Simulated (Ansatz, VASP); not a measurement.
## YSe in VASP and in Ansatz

```
Y Se
1.0
     0.00000    2.85570    2.85570
     2.85570    0.00000    2.85570
     2.85570    2.85570    0.00000
Y Se
1 1
Direct
  0.00000 0.00000 0.00000
  0.50000 0.50000 0.50000
```

Change from the starting cell: volume scaled by 0.98, PAW files.

Alike in both runs: task electric field gradients; functional LDA; k mesh 7 × 7 × 7; occupations fermi-dirac, width 0.03 eV; no spin polarisation.

|  | VASP | Ansatz |
| --- | --- | --- |
| version | VASP 6.6.1 | Ansatz 0.2.0 |
| potentials or method | VASP PAW LDA potentials, release 64 (Y_sv, Se) | PAW with Ansatz's default frozen-core files, scalar-relativistic |
| plane-wave cutoff (eV) | 520 | 420 |
| valence electrons in the cell | 17 | 27 |

```tsv
	VASP	Ansatz	Ansatz less VASP
pressure (GPa)	-3.0	-3.1	-0.15
Vzz of the field gradient on the site that differs most (V/Å²)	0.0	0.0	0.00
```

The two sets of potentials don't hold the same shells in valence. Ansatz warned: «gradients_without_spin_orbit».
